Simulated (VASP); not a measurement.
Data:

```
CELL_PARAMETERS angstrom
      3.99179     0.00000     0.00000
     -1.99590     3.45699     0.00000
      0.00000     0.00000     6.57655
ATOMIC_POSITIONS crystal
  Ga 0.33333 0.66667 0.99999
  Ga 0.66667 0.33333 0.49999
  As 0.33333 0.66667 0.37401
  As 0.66667 0.33333 0.87401
```

These are r2SCAN meta-GGA, VASP's PBE PAW potentials (set 64) (plane waves; VASP) values and carry that method's errors. Settings: 400 eV cut-off, 7×7×4 Γ-centred mesh, tetrahedra with Blöchl corrections, potentials Ga_d As.

The cores are frozen, which limits the accuracy of field gradients.

Q: Give the principal components of the electric field gradient (V/Å²) and the asymmetry η at each nucleus.

A: 
| atom | Vxx | Vyy | Vzz | η |
|---|---|---|---|---|
| Ga1 | -1.7 | -1.7 | 3.3 | 0.00 |
| Ga2 | -1.7 | -1.7 | 3.3 | 0.00 |
| As3 | -5.3 | -5.3 | 10.7 | 0.00 |
| As4 | -5.3 | -5.3 | 10.7 | 0.00 |

The structure comes from a computed database's GaAs entry (P6_3mc); how it stands against other phases isn't given here. It was relaxed first.
